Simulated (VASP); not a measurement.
Given:

```
CELL_PARAMETERS angstrom
      3.82983     0.00000     0.00000
     -1.91491     3.31673     0.00000
      0.00000     0.00000     6.30846
ATOMIC_POSITIONS crystal
  Ga 0.66667 0.33333 0.50004
  Ga 0.33333 0.66667 0.00004
  P  0.66667 0.33333 0.87396
  P  0.33333 0.66667 0.37396
```

All values below come from PBEsol GGA, VASP's PBE PAW potentials (set 64) (plane waves; VASP). Numerical set-up: 400 eV cut-off, Gaussian smearing of 0.050 eV, potentials Ga_d P.

Problem. Give the energies of bands 13 to 21 at the high-symmetry points, in eV from the valence-band maximum.

Solution. 
```csv
band,Γ,M,K,A,L,H
13,-6.88,-6.93,-6.21,-4.08,-6.83,-6.80
14,-1.28,-5.75,-6.21,-4.08,-6.83,-6.80
15,-1.28,-4.31,-4.82,-0.72,-2.23,-4.08
16,-0.19,-2.82,-3.22,-0.72,-2.23,-4.08
17,0.00,-2.56,-3.22,-0.72,-2.16,-1.78
18,0.00,-1.24,-2.96,-0.72,-2.16,-1.78
19,1.29,1.39,2.04,2.08,1.59,2.40
20,1.85,2.83,5.01,2.08,1.59,2.40
21,3.57,3.71,5.01,4.35,2.92,4.70
```

The gap is direct, 1.29 eV, from the valence maximum at Γ to the conduction minimum at Γ.

The structure comes from a computed database's GaP entry (P6_3mc); how it stands against other phases isn't given here. It was relaxed first.
